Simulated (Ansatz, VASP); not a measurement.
LaSc in VASP and in Ansatz

```
La Sc
1.0
     3.94804    0.00000    0.00000
     0.00000    3.94804    0.00000
     0.00000    0.00000    3.94804
La Sc
1 1
Direct
  0.00000 0.00000 0.00000
  0.50000 0.50000 0.50000
```

The cell was built by a generator and needn't be a form met in nature.

Alike in both runs: task band structure; functional r2SCAN; k mesh 5 × 5 × 5; occupations fermi-dirac, width 0.05 eV; no spin polarisation.

```csv
,VASP,Ansatz
version,VASP 6.6.1,Ansatz 0.2.0
potentials or method,"VASP PAW PBE potentials, release 64 (La, Sc_sv)",Ansatz PAW
plane-wave cutoff (eV),520,500
valence electrons in the cell,22,22
```

VASP gave:

```
gap on the k mesh at the Fermi level (eV) : none
pressure (GPa)                            : 0.4
```

**Question.** Estimate Ansatz's values.

**Answer.** gap on the k mesh at the Fermi level (eV): none; pressure (GPa): 0.3.

A gap of «none» marks a metal or a gap that the smearing closes.

Caveats: spin-orbit coupling is left out, which moves the levels of the heavy elements; the PAW data sets were made with another functional, which shifts forces and pressure a little (VASP); the magnetic or orbital state may not be the lowest (Ansatz); the PAW data sets come from PBE, with cores solved anew for the run's functional, which leaves a small shift of forces and pressure (Ansatz).
